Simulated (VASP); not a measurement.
# Be3N2 (P6_3/mmc) in VASP: Born charges and dielectric tensor with LDA

Aim: the Born charges and dielectric tensor of Be3N2 with LDA.

All numbers are computed with VASP 6.6.1; they aren't measurements. Logs are shortened: lines on timing, memory, paths and dates and some standing lists are left out, and cuts for length are marked.

## 1. The structure

The structure is hexagonal, space group P6_3/mmc (No. 194). The conventional cell has a = 2.813 Å, b = 2.813 Å, c = 9.616 Å, α = 90.00°, β = 90.00°, γ = 120.00°. Around Be (site symmetry 3m) lie 4 N at 1.65 to 1.79 Å. Be (site symmetry -6m2) is surrounded by 3 N at 1.62 Å. N (site symmetry -3m) has 6 Be at 1.79 Å as nearest neighbours. Around N (site symmetry -6m2) lie 5 Be at 1.62 to 1.65 Å.

The cell comes from a database or a generator and needn't be the stable form of this composition.

## 2. Born charges and dielectric tensor, LDA

The input, INCAR:

```
PREC = Accurate
ENCUT = 600
EDIFF = 1E-8
ISMEAR = 0
SIGMA = 0.02
LREAL = False
LASPH = True
NELM = 80
ALGO = Fast
ISIF = 2
LWAVE = False
LCHARG = False
LEPSILON = True
IBRION = 8
NSW = 1
```

The input, KPOINTS:

```
Automatic mesh
0
Gamma
  3 3 1
```

The input, POSCAR:

```
Be3N2
1.0
    2.8128000000      0.0000000000      0.0000000000
   -1.4064000000      2.4359600000      0.0000000000
    0.0000000000      0.0000000000      9.6163700000
Be N
6 4
Direct
    0.3333300000      0.6666700000      0.0781400000
    0.6666700000      0.3333300000      0.5781400000
    0.6666700000      0.3333300000      0.9218600000
    0.3333300000      0.6666700000      0.4218600000
    0.0000000000      0.0000000000      0.2500000000
    0.0000000000      0.0000000000      0.7500000000
    0.0000000000      0.0000000000      0.0000000000
    0.0000000000      0.0000000000      0.5000000000
    0.3333300000      0.6666700000      0.2500000000
    0.6666700000      0.3333300000      0.7500000000
```

Potentials or basis: VASP PAW LDA potentials, release 64 (Be, N).

On the command line:

```console
cat potpaw_LDA.64/Be/POTCAR potpaw_LDA.64/N/POTCAR > POTCAR
mpirun -np 1 vasp_std > vasp.out
```

OUTCAR:

```text
PREC = Accurate
   ENCUT = 600
   EDIFF = 1E-8
   ISMEAR = 0
   LREAL = False
   LASPH = True
   NELM = 80
   ISIF = 2
   LEPSILON = True
   IBRION = 8
   NSW = 1

 ion  position               nearest neighbor table
   1  0.333  0.667  0.078-   9 1.65   7 1.79   7 1.79   7 1.79   3 2.21   3 2.21   3 2.21   5 2.32
                             5 2.32   5 2.32
   2  0.667  0.333  0.578-  10 1.65   8 1.79   8 1.79   8 1.79   4 2.21   4 2.21   4 2.21   6 2.32
                             6 2.32   6 2.32
   3  0.667  0.333  0.922-  10 1.65   7 1.79   7 1.79   7 1.79   1 2.21   1 2.21   1 2.21   6 2.32
                             6 2.32   6 2.32
   4  0.333  0.667  0.422-   9 1.65   8 1.79   8 1.79   8 1.79   2 2.21   2 2.21   2 2.21   5 2.32
                             5 2.32   5 2.32
   5  0.000  0.000  0.250-   9 1.62   9 1.62   9 1.62   1 2.32   4 2.32   4 2.32   1 2.32   4 2.32
                             1 2.32
   6  0.000  0.000  0.750-  10 1.62  10 1.62  10 1.62   2 2.32   3 2.32   3 2.32   2 2.32   3 2.32
                             2 2.32
   7  0.000  0.000  0.000-   1 1.79   3 1.79   3 1.79   1 1.79   3 1.79   1 1.79
   8  0.000  0.000  0.500-   2 1.79   4 1.79   2 1.79   4 1.79   2 1.79   4 1.79
   9  0.333  0.667  0.250-   5 1.62   5 1.62   5 1.62   1 1.65   4 1.65
  10  0.667  0.333  0.750-   6 1.62   6 1.62   6 1.62   2 1.65   3 1.65

  LATTYP: Found a hexagonal cell.
 ALAT       =     2.8128000000
 C/A-ratio  =     3.4187891069

  Lattice vectors:

 A1 = (   2.8128000000,   0.0000000000,   0.0000000000)
 A2 = (  -1.4064000000,   2.4359600000,   0.0000000000)
 A3 = (   0.0000000000,   0.0000000000,   9.6163700000)

Analysis of symmetry for initial positions (statically):
=====================================================================
[... 456 lines left out ...]
  1Z    -0.000304    0.000176  -22.603632    0.000025   -0.000014    1.737083    0.000134   -0.000077    6.593356    0.000013   -0.000008    1.790830    0.000003   -0.000001    0.347560    0.000011   -0.000006    1.935860    0.000193   -0.000111    6.072141   -0.000009    0.000005   -2.500856   -0.000109    0.000063    9.546479    0.000045   -0.000026   -2.918821
  2X    -0.007106    0.002761    0.000036   -7.730894   -0.002499    0.000407    0.269272   -0.002650   -0.000060    2.023407    0.003321   -0.000117   -0.025010    0.000824   -0.000002    0.785716   -0.001170    0.000018    0.067690   -0.000193   -0.000002    3.240580   -0.000683   -0.000236   -0.087745   -0.000787   -0.000000    1.464091    0.001075   -0.000043
  2Y     0.002761   -0.003918   -0.000021   -0.002499   -7.733804   -0.000235   -0.002650    0.266212    0.000035    0.003321    2.027248    0.000067    0.000824   -0.024059    0.000001   -0.001170    0.784368   -0.000011   -0.000193    0.067468    0.000001   -0.000683    3.239801    0.000137   -0.000787   -0.088654    0.000000    0.001075    1.465337    0.000025
  2Z    -0.000025    0.000014    1.737083    0.000304   -0.000176  -22.603632   -0.000013    0.000008    1.790830   -0.000134    0.000077    6.593356   -0.000011    0.000006    1.935860   -0.000003    0.000001    0.347560    0.000009   -0.000005   -2.500856   -0.000193    0.000111    6.072141   -0.000045    0.000026   -2.918821    0.000109   -0.000063    9.546479
  3X     2.023407    0.003321    0.000117    0.269272   -0.002650    0.000060   -7.730894   -0.002499   -0.000407   -0.007106    0.002761   -0.000036   -0.025010    0.000824    0.000002    0.785716   -0.001170   -0.000018    3.240580   -0.000683    0.000236    0.067690   -0.000193    0.000002   -0.087745   -0.000787    0.000000    1.464091    0.001075    0.000043
  3Y     0.003321    2.027248   -0.000067   -0.002650    0.266212   -0.000035   -0.002499   -7.733804    0.000235    0.002761   -0.003918    0.000021    0.000824   -0.024059   -0.000001   -0.001170    0.784368    0.000011   -0.000683    3.239801   -0.000137   -0.000193    0.067468   -0.000001   -0.000787   -0.088654   -0.000000    0.001075    1.465337   -0.000025
  3Z     0.000134   -0.000077    6.593356    0.000013   -0.000008    1.790830   -0.000304    0.000176  -22.603632    0.000025   -0.000014    1.737083    0.000011   -0.000006    1.935860    0.000003   -0.000001    0.347560    0.000193   -0.000111    6.072141   -0.000009    0.000005   -2.500856    0.000045   -0.000026   -2.918821   -0.000109    0.000063    9.546479
  4X     0.269272   -0.002650   -0.000060    2.023407    0.003321   -0.000117   -0.007106    0.002761    0.000036   -7.730894   -0.002499    0.000407    0.785716   -0.001170    0.000018   -0.025010    0.000824   -0.000002    0.067690   -0.000193   -0.000002    3.240580   -0.000683   -0.000236    1.464091    0.001075   -0.000043   -0.087745   -0.000787   -0.000000
  4Y    -0.002650    0.266212    0.000035    0.003321    2.027248    0.000067    0.002761   -0.003918   -0.000021   -0.002499   -7.733804   -0.000235   -0.001170    0.784368   -0.000011    0.000824   -0.024059    0.000001   -0.000193    0.067468    0.000001   -0.000683    3.239801    0.000137    0.001075    1.465337    0.000025   -0.000787   -0.088654    0.000000
  4Z    -0.000013    0.000008    1.790830   -0.000134    0.000077    6.593356   -0.000025    0.000014    1.737083    0.000304   -0.000176  -22.603632   -0.000003    0.000001    0.347560   -0.000011    0.000006    1.935860    0.000009   -0.000005   -2.500856   -0.000193    0.000111    6.072141    0.000109   -0.000063    9.546479   -0.000045    0.000026   -2.918821
  5X     0.786294   -0.000452    0.000028   -0.025028    0.000829    0.000047   -0.025028    0.000829   -0.000047    0.786294   -0.000452   -0.000028  -20.544260    0.007903    0.000000    0.040974   -0.006266    0.000000    0.479618    0.000445    0.000005    0.479618    0.000445   -0.000005   17.983054   -0.012555    0.000000    0.038464    0.009273    0.000000
  5Y    -0.000452    0.785775   -0.000016    0.000829   -0.024071   -0.000027    0.000829   -0.024071    0.000027   -0.000452    0.785775    0.000016    0.007903  -20.535197    0.000000   -0.006266    0.033739    0.000000    0.000445    0.480134   -0.000003    0.000445    0.480134    0.000003   -0.012555   17.968612    0.000000    0.009273    0.049171    0.000000
  5Z    -0.000033    0.000019    0.352769    0.000004   -0.000002    1.933970   -0.000004    0.000002    1.933970    0.000033   -0.000019    0.352769   -0.000000    0.000000   -6.109036    0.000000    0.000000    2.393579    0.000004   -0.000002   -2.421373   -0.000004    0.000002   -2.421373    0.000000   -0.000000    7.468115   -0.000000    0.000000   -3.483391
  6X    -0.025028    0.000829   -0.000047    0.786294   -0.000452   -0.000028    0.786294   -0.000452    0.000028   -0.025028    0.000829    0.000047    0.040974   -0.006266    0.000000  -20.544260    0.007903    0.000000    0.479618    0.000445    0.000005    0.479618    0.000445   -0.000005    0.038464    0.009273    0.000000   17.983054   -0.012555    0.000000
  6Y     0.000829   -0.024071    0.000027   -0.000452    0.785775    0.000016   -0.000452    0.785775   -0.000016    0.000829   -0.024071   -0.000027   -0.006266    0.033739    0.000000    0.007903  -20.535197    0.000000    0.000445    0.480134   -0.000003    0.000445    0.480134    0.000003    0.009273    0.049171    0.000000   -0.012555   17.968612    0.000000
  6Z    -0.000004    0.000002    1.933970    0.000033   -0.000019    0.352769   -0.000033    0.000019    0.352769    0.000004   -0.000002    1.933970    0.000000    0.000000    2.393579   -0.000000    0.000000   -6.109036    0.000004   -0.000002   -2.421373   -0.000004    0.000002   -2.421373   -0.000000    0.000000   -3.483391    0.000000   -0.000000    7.468115
  7X     3.235985    0.000042    0.000084    0.070452    0.000158   -0.000052    3.235985    0.000042    0.000084    0.070452    0.000158   -0.000052    0.479593    0.000142   -0.000086    0.479593    0.000142   -0.000086   -8.623132   -0.001064    0.000244    0.105644    0.000107   -0.000040    0.472715    0.000137   -0.000047    0.472715    0.000137   -0.000047
  7Y     0.000042    3.236043   -0.000048    0.000158    0.070634    0.000030    0.000042    3.236043   -0.000048    0.000158    0.070634    0.000030    0.000142    0.479759    0.000050    0.000142    0.479759    0.000050   -0.001064   -8.624388   -0.000141    0.000107    0.105768    0.000023    0.000137    0.472874    0.000027    0.000137    0.472874    0.000027
  7Z     0.000257   -0.000148    6.160623    0.000045   -0.000026   -2.588345    0.000257   -0.000148    6.160623    0.000045   -0.000026   -2.588345    0.000022   -0.000013   -2.420379    0.000022   -0.000013   -2.420379   -0.000689    0.000398  -16.119123   -0.000015    0.000008    3.664645    0.000028   -0.000016    5.075339    0.000028   -0.000016    5.075339
  8X     0.070452    0.000158    0.000052    3.235985    0.000042   -0.000084    0.070452    0.000158    0.000052    3.235985    0.000042   -0.000084    0.479593    0.000142    0.000086    0.479593    0.000142    0.000086    0.105644    0.000107    0.000040   -8.623132   -0.001064   -0.000244    0.472715    0.000137    0.000047    0.472715    0.000137    0.000047
  8Y     0.000158    0.070634   -0.000030    0.000042    3.236043    0.000048    0.000158    0.070634   -0.000030    0.000042    3.236043    0.000048    0.000142    0.479759   -0.000050    0.000142    0.479759   -0.000050    0.000107    0.105768   -0.000023   -0.001064   -8.624388    0.000141    0.000137    0.472874   -0.000027    0.000137    0.472874   -0.000027
  8Z    -0.000045    0.000026   -2.588345   -0.000257    0.000148    6.160623   -0.000045    0.000026   -2.588345   -0.000257    0.000148    6.160623   -0.000022    0.000013   -2.420379   -0.000022    0.000013   -2.420379    0.000015   -0.000008    3.664645    0.000689   -0.000398  -16.119123   -0.000028    0.000016    5.075339   -0.000028    0.000016    5.075339
  9X     1.463079   -0.000556    0.000015   -0.088480    0.000114    0.000018   -0.088480    0.000114   -0.000018    1.463079   -0.000556   -0.000015   17.980634   -0.010605    0.000000    0.036602    0.005794    0.000000    0.474392   -0.000362    0.000003    0.474392   -0.000362   -0.000003  -21.837664    0.014601    0.000000    0.122446   -0.008180    0.000000
  9Y    -0.000556    1.462441   -0.000009    0.000114   -0.088349   -0.000011    0.000114   -0.088349    0.000011   -0.000556    1.462441    0.000009   -0.010605   17.968444    0.000000    0.005794    0.043293    0.000000   -0.000362    0.473975   -0.000002   -0.000362    0.473975    0.000002    0.014601  -21.820872    0.000000   -0.008180    0.113001    0.000000
  9Z     0.000139   -0.000080    9.540258   -0.000042    0.000025   -2.916557    0.000042   -0.000025   -2.916557   -0.000139    0.000080    9.540258    0.000000    0.000000    7.471059    0.000000    0.000000   -3.491307   -0.000116    0.000067    5.074167    0.000116   -0.000067    5.074167    0.000000   -0.000000  -32.576212   -0.000000    0.000000    5.200725
 10X    -0.088480    0.000114   -0.000018    1.463079   -0.000556   -0.000015    1.463079   -0.000556    0.000015   -0.088480    0.000114    0.000018    0.036602    0.005794    0.000000   17.980634   -0.010605    0.000000    0.474392   -0.000362    0.000003    0.474392   -0.000362   -0.000003    0.122446   -0.008180    0.000000  -21.837664    0.014601    0.000000
 10Y     0.000114   -0.088349    0.000011   -0.000556    1.462441    0.000009   -0.000556    1.462441   -0.000009    0.000114   -0.088349   -0.000011    0.005794    0.043293    0.000000   -0.010605   17.968444    0.000000   -0.000362    0.473975   -0.000002   -0.000362    0.473975    0.000002   -0.008180    0.113001    0.000000    0.014601  -21.820872    0.000000
 10Z     0.000042   -0.000025   -2.916557   -0.000139    0.000080    9.540258    0.000139   -0.000080    9.540258   -0.000042    0.000025   -2.916557    0.000000    0.000000   -3.491307    0.000000    0.000000    7.471059   -0.000116    0.000067    5.074167    0.000116   -0.000067    5.074167   -0.000000    0.000000    5.200725    0.000000   -0.000000  -32.576212

 Eigenvectors and eigenvalues of the dynamical matrix
   1 f  =   34.032037 THz   213.829595 2PiTHz 1135.186563 cm-1   140.745133 meV
   2 f  =   29.518636 THz   185.471062 2PiTHz  984.635722 cm-1   122.079216 meV
   3 f  =   29.488622 THz   185.282476 2PiTHz  983.634548 cm-1   121.955086 meV
   4 f  =   29.487577 THz   185.275908 2PiTHz  983.599682 cm-1   121.950763 meV
   5 f  =   29.482517 THz   185.244119 2PiTHz  983.430916 cm-1   121.929839 meV
   6 f  =   28.163358 THz   176.955597 2PiTHz  939.428500 cm-1   116.474237 meV
[... 19 lines left out ...]
  26 f  =    7.399940 THz    46.495195 2PiTHz  246.835431 cm-1    30.603679 meV
  27 f  =    6.153850 THz    38.665783 2PiTHz  205.270357 cm-1    25.450269 meV
  28 f/i=    0.002902 THz     0.018234 2PiTHz    0.096800 cm-1     0.012002 meV
  29 f/i=    0.003168 THz     0.019908 2PiTHz    0.105688 cm-1     0.013104 meV
  30 f/i=    0.006360 THz     0.039959 2PiTHz    0.212136 cm-1     0.026302 meV

 MACROSCOPIC STATIC DIELECTRIC TENSOR IONIC CONTRIBUTION
 ------------------------------------------------------
           9.945756     0.000279     0.000000
           0.000279     9.946109    -0.000000
           0.000000    -0.000000    47.507414
 ------------------------------------------------------

 ELASTIC MODULI CONTR FROM IONIC RELAXATION (kBar)
 Direction    XX          YY          ZZ          XY          YZ          ZX
 --------------------------------------------------------------------------------
 XX        -412.6255    412.4354     -2.2854     -2.4940      0.0000      0.0000
 YY         412.4354   -412.5302     -2.2753      2.5787     -0.0000     -0.0000
 ZZ          -2.2854     -2.2753    -73.0204      0.0088     -0.0000     -0.0000
 XY          -2.4940      2.5787      0.0088   -422.4878     -0.0000      0.0000
 YZ           0.0000     -0.0000     -0.0000     -0.0000     -0.0250     -0.0016
 ZX           0.0000     -0.0000     -0.0000      0.0000     -0.0016     -0.0492
 --------------------------------------------------------------------------------

 PIEZOELECTRIC TENSOR IONIC CONTR  for field in x, y, z        (C/m^2)
          XX          YY          ZZ          XY          YZ          ZX
  --------------------------------------------------------------------------------
  x     0.00000    -0.00000    -0.00000     0.00000    -0.00000     0.00000
  y     0.00000     0.00000    -0.00000    -0.00000     0.00000     0.00000
  z    -0.00000     0.00000     0.00000     0.00000    -0.00000    -0.00000
```

It took 3 min on 1 thread of Intel Xeon Platinum 8488C (Sapphire Rapids), shared host; peak memory 0.21 GiB.

What came out:

```yaml
Band_gap_on_the_k_mesh: 4.63 eV, indirect (least direct gap 5.75 eV)
Electronic_dielectric_tensor_diagonal: 5.27, 5.27, 6.12
Born_charges_mean_of_the_diagonal: Be +1.91, +1.96; N -3.31, -2.47 e
Highest_phonon_frequency_at_Γ_LO-TO_splitting_left_out: 1135 cm⁻¹
```

Phonon frequencies in cm⁻¹ (negative: imaginary):
| q point | frequencies |
| --- | --- |
| (0.000, 0.000, 0.000) | 0 0 0 205 247 247 257 257 339 350 350 416 529 529 532 532 550 550 551 551 683 706 850 895 939 983 984 984 985 1135 |

Electronic dielectric tensor:
```
5.27 0.00 0.00
0.00 5.27 0.00
0.00 0.00 6.12
```

Born effective charge tensors (e):
atom 1, Be
```
1.89 0.00 0.00
0.00 1.89 0.00
0.00 0.00 1.95
```
atom 2, Be
```
1.89 0.00 0.00
0.00 1.89 0.00
0.00 0.00 1.95
```
atom 3, Be
```
1.89 0.00 0.00
0.00 1.89 0.00
0.00 0.00 1.95
```
atom 4, Be
```
1.89 0.00 0.00
0.00 1.89 0.00
0.00 0.00 1.95
```
atom 5, Be
```
1.80 0.00 0.00
0.00 1.80 0.00
0.00 0.00 2.29
```
atom 6, Be
```
1.80 0.00 0.00
0.00 1.80 0.00
0.00 0.00 2.29
```
atom 7, N
```
-3.52  0.00  0.00
 0.00 -3.52  0.00
 0.00  0.00 -2.88
```
atom 8, N
```
-3.52  0.00  0.00
 0.00 -3.52  0.00
 0.00  0.00 -2.88
```
atom 9, N
```
-2.06  0.00  0.00
 0.00 -2.06  0.00
 0.00  0.00 -3.31
```
atom 10, N
```
-2.06  0.00  0.00
 0.00 -2.06  0.00
 0.00  0.00 -3.31
```

Caveat: the k mesh is coarse (spacing up to 0.86 Å⁻¹), so the values aren't converged; an odd mesh through Γ misses points on the zone boundary, where band edges often lie.
